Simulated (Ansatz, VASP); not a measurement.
## Cross-check of MgP4O11 between VASP and Ansatz

One calculation is typed for both programs; each brings its own data sets. How far apart do they land? The structure shown is frame 67 of Ansatz's trajectory.

Calculated with Ansatz 0.2.0; plane waves, with VASP 6.6.1 beside it; single point at RPBE.

## (1) The structure

The cell holds 80 atoms: 20 P, 5 Mg and 55 O. Its edges and angles: a = 10.137 Å, b = 10.137 Å, c = 10.137 Å, α = 90.0°, β = 90.0°, γ = 90.0°. As first built, before any earlier steps moved the atoms (in the runner's words): 80 atoms (20 P, 5 Mg, 55 O) placed at random at 2.58 g/cm^3, melted at 4000 K for 10 ps at fixed volume with the Morse and Coulomb pair potential with partial charges (Pedone, Malavasi, Menziani, Cormack and Segre, J. Phys. Chem. B 110, 11780 (2006)). Quenched from 4000 K to 300 K at 25 K/ps and fixed volume, held 5 ps.

## (2) Ansatz: dynamics, RPBE

Ansatz runs on its default PAW (the set named soft_2) files.

One frame of this run of dynamics is then solved in both programs, so the motion causes no difference.

The input, input.yaml:

```yaml
crystal:
  lattice:
    - [10.137, 0.0, 0.0]
    - [0.0, 10.137, 0.0]
    - [0.0, 0.0, 10.137]
  atoms:
    - { symbol: P, position: [0.11529, 0.9799, 0.72813] }
    - { symbol: P, position: [0.42143, 0.07957, 0.96096] }
    - { symbol: P, position: [0.40182, 0.89925, 0.64598] }
    - { symbol: P, position: [0.98307, 0.84795, 0.48712] }
    - { symbol: P, position: [0.265, 0.21028, 0.37849] }
    - { symbol: P, position: [0.29819, 0.62822, 0.67849] }
    - { symbol: P, position: [0.7108, 0.58083, 0.68489] }
    - { symbol: P, position: [0.15347, 0.14488, 0.10475] }
    - { symbol: P, position: [0.93366, 0.32949, 0.01853] }
    - { symbol: P, position: [0.53336, 0.32625, 0.78562] }
    - { symbol: P, position: [0.48007, 0.44831, 0.06218] }
    - { symbol: P, position: [0.35609, 0.4992, 0.40767] }
    - { symbol: P, position: [0.75644, 0.03293, 0.3917] }
    - { symbol: P, position: [0.45864, 0.96584, 0.35399] }
    - { symbol: P, position: [0.77514, 0.16017, 0.67312] }
    - { symbol: P, position: [0.6569, 0.46761, 0.40641] }
    - { symbol: P, position: [0.78188, 0.76758, 0.07023] }
    - { symbol: P, position: [0.98631, 0.52754, 0.79772] }
    - { symbol: P, position: [0.06079, 0.78036, 0.95742] }
    - { symbol: P, position: [0.93147, 0.4901, 0.27903] }
    - { symbol: Mg, position: [0.68828, 0.21327, 0.13726] }
    - { symbol: Mg, position: [0.17071, 0.73493, 0.24684] }
    - { symbol: Mg, position: [0.39584, 0.76852, 0.06427] }
    - { symbol: Mg, position: [0.08796, 0.27142, 0.64548] }
    - { symbol: Mg, position: [0.67064, 0.89682, 0.80162] }
    - { symbol: O, position: [0.40985, 0.93075, 0.9354] }
    - { symbol: O, position: [0.02376, 0.93023, 0.61529] }
    - { symbol: O, position: [0.26595, 0.95879, 0.68342] }
    - { symbol: O, position: [0.5103, 0.5088, 0.38977] }
    - { symbol: O, position: [0.45688, 0.17971, 0.85639] }
    - { symbol: O, position: [0.68829, 0.85789, 0.9893] }
    - { symbol: O, position: [0.10106, 0.85157, 0.40202] }
    - { symbol: O, position: [0.80624, 0.25992, 0.99946] }
    - { symbol: O, position: [0.40758, 0.88668, 0.23579] }
    - { symbol: O, position: [0.921, 0.72356, 0.52969] }
    - { symbol: O, position: [0.6542, 0.32523, 0.43744] }
    - { symbol: O, position: [0.7883, 0.12516, 0.27851] }
    - { symbol: O, position: [0.96586, 0.42356, 0.90505] }
    - { symbol: O, position: [0.8489, 0.54878, 0.73776] }
    - { symbol: O, position: [0.10383, 0.11889, 0.76638] }
    - { symbol: O, position: [0.37404, 0.10262, 0.36873] }
    - { symbol: O, position: [0.51138, 0.11317, 0.07716] }
    - { symbol: O, position: [0.34578, 0.38864, 0.10032] }
    - { symbol: O, position: [0.60801, 0.99463, 0.36789] }
    - { symbol: O, position: [0.00028, 0.41359, 0.38407] }
    - { symbol: O, position: [0.07359, 0.46238, 0.70232] }
    - { symbol: O, position: [0.52712, 0.38832, 0.93384] }
    - { symbol: O, position: [0.57774, 0.39262, 0.16955] }
    - { symbol: O, position: [0.32312, 0.35289, 0.38514] }
    - { symbol: O, position: [0.78865, 0.62983, 0.0138] }
    - { symbol: O, position: [0.3099, 0.57916, 0.81761] }
    - { symbol: O, position: [0.79826, 0.04114, 0.75624] }
    - { symbol: O, position: [0.28079, 0.12144, 0.01684] }
    - { symbol: O, position: [0.65534, 0.24255, 0.73967] }
    - { symbol: O, position: [0.62199, 0.47353, 0.74713] }
    - { symbol: O, position: [0.99403, 0.61968, 0.24931] }
    - { symbol: O, position: [0.03256, 0.65285, 0.8697] }
    - { symbol: O, position: [0.5216, 0.96436, 0.69394] }
    - { symbol: O, position: [0.42067, 0.90782, 0.49446] }
    - { symbol: O, position: [0.42583, 0.3406, 0.68596] }
    - { symbol: O, position: [0.75427, 0.8027, 0.21246] }
    - { symbol: O, position: [0.86692, 0.93667, 0.4216] }
    - { symbol: O, position: [0.92494, 0.813, 0.01199] }
    - { symbol: O, position: [0.75009, 0.09871, 0.52913] }
    - { symbol: O, position: [0.17723, 0.75584, 0.0445] }
    - { symbol: O, position: [0.19104, 0.19499, 0.24728] }
    - { symbol: O, position: [0.18177, 0.18292, 0.49882] }
    - { symbol: O, position: [0.8928, 0.25189, 0.65709] }
    - { symbol: O, position: [0.78373, 0.50103, 0.3282] }
    - { symbol: O, position: [0.93136, 0.40772, 0.14845] }
    - { symbol: O, position: [0.09909, 0.89244, 0.84985] }
    - { symbol: O, position: [0.3315, 0.55416, 0.55088] }
    - { symbol: O, position: [0.47945, 0.59763, 0.06562] }
    - { symbol: O, position: [0.28331, 0.58738, 0.31839] }
    - { symbol: O, position: [0.67813, 0.72022, 0.72299] }
    - { symbol: O, position: [0.39654, 0.74985, 0.67176] }
    - { symbol: O, position: [0.0972, 0.00837, 0.12078] }
    - { symbol: O, position: [0.68814, 0.5517, 0.53543] }
    - { symbol: O, position: [0.17282, 0.70207, 0.65098] }
    - { symbol: O, position: [0.04734, 0.23431, 0.04281] }
kpoints:
  mp_grid: { grid: [1, 1, 1] }
hamiltonian:
  xc: rpbe
scf:
  occupations: { method: fixed }
output:
  forces: true
md:
  timestep: 1.0
  n_steps: 200
  ensemble: nve
  temperature: 400
  initial_velocities: maxwell_boltzmann
  seed: 1468
```

Started as:

```bash
> ansatz run input.yaml --threads 4 --pin off --max-ram 8192MiB --backend cpu --events-out ev --progress --plain --runs-dir out
```

Numbers of over 12 decimals in the logs are rounded to 6 here.

The log of the run:

```text
Warning: md: disabling space-group detection — thermal motion breaks the input geometry's symmetry, so no spatial operation reduces the k-mesh or symmetrises the density; time reversal is kept, so that k and −k are solved as one point where they differ and the mesh holds both, and exact exchange and, on two spinor components, a DFT+U term hold to it where the run has them: on two components no moment then forms, and  [...]
Engine: ansatz 0.2.0, x86_64-unknown-linux-gnu
Pseudopotentials: kind: paw
Pseudopotential: P, paw, valence charge 5, recommended cutoff 420 eV (normal), P.paw.azcp
Pseudopotential: Mg, paw, valence charge 10, recommended cutoff 420 eV (normal), Mg.paw.azcp
Pseudopotential: O, paw, valence charge 6, recommended cutoff 420 eV (normal), O.paw.azcp
Functional definition: RPBE
  parameter kappa = 0.804
  parameter beta = 0.066725
  exchange = rpbe_x(kappa = kappa, mu = beta*pi^2/3)
  correlation = pbe_c(beta = beta)
Crystal: 80 atoms, lattice volume = 1041.666 Å³
Basis set: ecut = 420 eV, 20341 PW (Γ), exchange–correlation on 144×144×144 points (8 copies of the dense FFT grid, shifted against one another)
Bands: 320, of which v1, the nominal top of the filled ones, is band 240 counted from 1 (239 counted from 0)
Symmetry: 1 space group operations
k-points: 1
Non-local potential: P, projectors of the file, l = 0: 2, l = 1: 2, l = 2: 2
Non-local potential: Mg, projectors of the file, l = 0: 3, l = 1: 2, l = 2: 1
Non-local potential: O, projectors of the file, l = 0: 2, l = 1: 2, l = 2: 1
PAW form: soft (Blöchl's): semilocal exchange-correlation on the pseudo side does not see the compensation charge
PAW frozen core: P, regenerated for the run's functional, and the local potential with it (the file was generated under x = pbe(κ = 0.804, μ = 0.219515), c = pbe(β = 0.066725))
PAW frozen core: Mg, regenerated for the run's functional, and the local potential with it (the file was generated under x = pbe(κ = 0.804, μ = 0.219515), c = pbe(β = 0.066725))
PAW frozen core: O, regenerated for the run's functional, and the local potential with it (the file was generated under x = pbe(κ = 0.804, μ = 0.219515), c = pbe(β = 0.066725))
PAW one-centre angular grid: P, 110 points (default); XC on 64 Gauss nodes
PAW one-centre angular grid: Mg, 110 points (default); XC on 64 Gauss nodes
PAW one-centre angular grid: O, 110 points (default); XC on 64 Gauss nodes
Initial density: superposition of atomic densities (neutral atoms: chi_scale 0, normalization atom), corrected by the library's trained network
Initial wavefunctions: pseudopotential atomic-orbital guess
Functional: x = rpbe, c = pbe(β = 0.066725)
SCF iter   1: F=—  HF=-56134.361806 eV  |F-HF|=—  |Δ(HF+E_count)|=         —  Δρ=8.87e-3  dr2=1.29e0  ethr=1.77e-3  ⟨swp⟩=7.0  Hψ=1179  notcnv=0  defer=78
preconditioner: auto → Resta (q_TF=auto, 2.398 Å⁻¹)  ε∞=3.1  [insulator: Δε(μ)=2.101 eV  Ē_g=16.722 eV  n_scr=250 (ndim 8)  ℏωp=24.1 eV  f_vac=0.164  ε∞_Penn≈3.1]
SCF iter   2: F=—  HF=-56134.040771 eV  |F-HF|=—  |Δ(HF+E_count)|=   3.21e-1  Δρ=4.50e-3  dr2=2.58e-1  ethr=2.68e-4  ⟨swp⟩=3.0  Hψ=521  notcnv=0  defer=78
SCF iter   3: F=—  HF=-56133.982166 eV  |F-HF|=—  |Δ(HF+E_count)|=   5.86e-2  Δρ=1.83e-3  dr2=8.34e-2  ethr=5.37e-5  ⟨swp⟩=3.0  Hψ=490  notcnv=0  defer=70
automatic band count: iteration 3 solves 312 bands in place of 320: the levels show a gap, and the empty bands left out lie too high to hold charge; the band table lists the bands solved (type scf.n_extra_bands for more)
SCF iter   4: F=—  HF=-56133.957118 eV  |F-HF|=—  |Δ(HF+E_count)|=   2.50e-2  Δρ=9.19e-4  dr2=8.43e-3  ethr=1.74e-5  ⟨swp⟩=4.0  Hψ=448  notcnv=0  defer=70
SCF iter   5: F=—  HF=-56133.956625 eV  |F-HF|=—  |Δ(HF+E_count)|=   4.93e-4  Δρ=4.35e-4  dr2=1.74e-3  ethr=1.76e-6  ⟨swp⟩=3.0  Hψ=574  notcnv=0  defer=70
SCF iter   6: F=—  HF=-56133.956671 eV  |F-HF|=—  |Δ(HF+E_count)|=   4.62e-5  Δρ=1.32e-4  dr2=1.34e-4  ethr=3.63e-7  ⟨swp⟩=2.0  Hψ=444  notcnv=0  defer=70
SCF iter   7: F=—  HF=-56133.956733 eV  |F-HF|=—  |Δ(HF+E_count)|=   6.17e-5  Δρ=6.47e-5  dr2=3.69e-5  ethr=2.79e-8  ⟨swp⟩=3.0  Hψ=515  notcnv=0  defer=70
SCF iter   8: F=—  HF=-56133.958444 eV  |F-HF|=—  |Δ(HF+E_count)|=   1.71e-3  Δρ=1.80e-5  dr2=3.01e-6  ethr=7.69e-9  ⟨swp⟩=3.0  Hψ=509  notcnv=0  defer=70
SCF iter   9: F=—  HF=-56133.958447 eV  |F-HF|=—  |Δ(HF+E_count)|=   3.06e-6  Δρ=8.81e-6  dr2=6.33e-7  ethr=6.26e-10  ⟨swp⟩=3.0  Hψ=470  notcnv=0  defer=70
[...]
md step   195: t =   195.00 fs  T =   841.6 K  F+E_penalty+E_count = -56138.47479871 eV  E_kin = 8.593584 eV  conserved = -56129.88121482 eV  (4 SCF iters)
[...]
md step   196: t =   196.00 fs  T =   857.1 K  F+E_penalty+E_count = -56138.63450067 eV  E_kin = 8.751933 eV  conserved = -56129.88256788 eV  (3 SCF iters)
[...]
md step   197: t =   197.00 fs  T =   871.3 K  F+E_penalty+E_count = -56138.78051129 eV  E_kin = 8.896867 eV  conserved = -56129.88364424 eV  (4 SCF iters)
[...]
md step   198: t =   198.00 fs  T =   882.6 K  F+E_penalty+E_count = -56138.89667550 eV  E_kin = 9.012547 eV  conserved = -56129.88412816 eV  (4 SCF iters)
[...]
md step   199: t =   199.00 fs  T =   890.4 K  F+E_penalty+E_count = -56138.97592882 eV  E_kin = 9.092047 eV  conserved = -56129.88388169 eV  (4 SCF iters)
[...]
md step   200: t =   200.00 fs  T =   895.0 K  F+E_penalty+E_count = -56139.02228925 eV  E_kin = 9.139266 eV  conserved = -56129.88302374 eV  (9 SCF iters)
SCF converged after 9 iterations
Free energy (F): -56139.022289 eV
Harris-Foulkes:  -56139.022289 eV  (|F-HF|=1.04e-8)
Internal energy: -56139.022289 eV  (E = F + TS)
E sigma→0 (E₀):  -56139.022289 eV
Fermi energy:    3.812206 eV
--- Per-component energies (eV) ---
  E_band       = -3884.155699
  E_kinetic    = 11704.843615
  E_local      = -37849.501807  (includes V_loc(G=0)·N_el)
  E_nonlocal   = 3661.096077
  E_hartree    = 13741.865280
  E_xc         = -5500.274868
  E_vxc        = -6644.650321  (∫ρ·V_xc dr)
  E_paw        = -21711.850911  (= ΣΔE_a)
  E_vpaw       = -2239.810698  (= ΣTr[D̂ρ^β])
  E_aug_tail   = 0.136048  (compensation charges beyond the density's cutoff)
  E_ewald      = -20183.447439
  E_core_change = -1.888284  (= ΣΔE_core)
  E_smearing   = -0.000000  (= −TS)
  E_closure    = 0.000000  (closes the sum)
  Σ components = -56139.022289   (vs F -56139.022289, Δ=0.00e0)
--- Forces (eV/Å), atoms counted from 1 ---
  atom   1  P     -2.64327580    -1.46590677     1.18702159
  atom   2  P      2.55392545     2.62208162     2.94220635
  atom   3  P      1.19861833    -1.67655263     2.78366916
  atom   4  P     -0.89716843    -1.01805611    -0.41167111
  atom   5  P     -0.00292745     0.90776192    -0.29360270
  atom   6  P      0.67568049    -1.62651876    -0.28040385
  atom   7  P      1.05667070    -1.13991518    -4.31510919
  atom   8  P     -1.09990186    -1.65534877    -0.52964665
  atom   9  P     -1.52388722    -0.93908148     0.49810164
  atom  10  P     -1.49878220    -0.35793344    -2.47112629
  atom  11  P     -0.62750040     0.58422210     0.90980240
  atom  12  P     -2.09131226    -2.60597573     2.30693955
  atom  13  P      1.78820448    -0.40337560     2.50876406
  atom  14  P     -0.85453560    -2.15479352    -2.29400613
  atom  15  P      1.05797971    -1.39008126    -0.84612732
  atom  16  P      0.23391643    -0.69680150     2.63817124
  atom  17  P     -1.14162806     0.41338116     0.12461433
  atom  18  P      0.49034487    -0.65639546    -1.37496064
  atom  19  P      4.32619671    -0.01245743    -1.01465102
  atom  20  P     -0.34043692    -2.54507971     0.68737604
  atom  21  Mg     0.42572433     0.05201255    -0.26718889
  atom  22  Mg    -0.42008694     0.14627195     0.45387908
  atom  23  Mg    -0.98221119    -0.29981057     1.02726391
  atom  24  Mg    -0.58399479    -0.08744201    -0.16816978
[...]
atom  73  O     -0.89801177    -0.01047631    -0.06468430
  atom  74  O      0.43161463     1.29949454     0.54339373
  atom  75  O      1.03413704     2.09837016     1.55136096
  atom  76  O     -0.70607564     2.32447887     0.20382319
  atom  77  O      0.49937167     2.14386477     0.45080572
  atom  78  O     -0.31121324    -1.23926194     0.36534909
  atom  79  O      0.05537129     0.68099327     0.55492479
  atom  80  O     -0.48246078    -0.01617751    -0.06547253
  max |Σ_I F_I| component: 3.91e-5 eV/Å
--- MD trajectory: 200 steps, t = 0.0 → 200.0 fs ---
  final state: T = 895.0 K   F+E_penalty+E_count = -56139.02228925 eV   E_kin = 9.139266 eV
  conserved energy: peak-to-peak 1.552e-2 eV (1.940e-4 eV/atom) over 200.0 fs
```

The column dr2 measures how far the density is from self-consistency, as an energy; F and HF (Harris–Foulkes) agree once it is small.

(Continued in part 2 of 2.)

[Lines on the potential files, build, host, timing and source positions are cut from VASP's logs without a mark.]

[Logs are printed without paths, hosts, clocks, repeated set-up lines and the standing remarks that a program may print on its own settings, such as how far it seeks lower states.]

[Hosts, paths, dates, database ids (printed as entryN), source tags and the programs' standing remarks are cut or masked in the printed files.]
